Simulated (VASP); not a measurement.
Here is the system:

```
ZrB2
1.0
    1.54194    -2.74072     0.00000
    1.54194     2.74072     0.00000
    0.00000     0.00000     3.48581
Zr B
1 2
Direct
  0.00000   0.00000   0.00000
  0.33333   0.66667   0.50000
  0.69583   0.36250   0.50000
```

Method: PBE GGA, VASP's PBE PAW potentials (set 64) (plane waves; VASP 6.6.1). Run with 300 eV cut-off, 10×10×8 Γ-centred mesh, first-order Methfessel-Paxton smearing of 0.10 eV, potentials Zr_sv B.

At this cut-off the stress carries a Pulay error, which pulls relaxed volumes low.

Q: Give the force on each atom (eV/Å).

A: 
```tsv
atom	Fx	Fy	Fz
Zr1	0.683	0.037	0.000
B2	0.941	-0.110	0.000
B3	-1.624	0.073	0.000
```

Q: Give the stress tensor in GPa (positive for a compressed cell).

A: 
```
19.31   0.16   0.00
 0.16   4.23   0.00
 0.00   0.00  10.79
```
The pressure is its mean diagonal, 11.44 GPa.

The compound is ZrB2 in the AlB2 type structure. The cell was not relaxed at this level, atoms are displaced from their ideal sites. The run is one of a series of settings (ENCUT = 300 against the base run), some of them coarse on purpose.
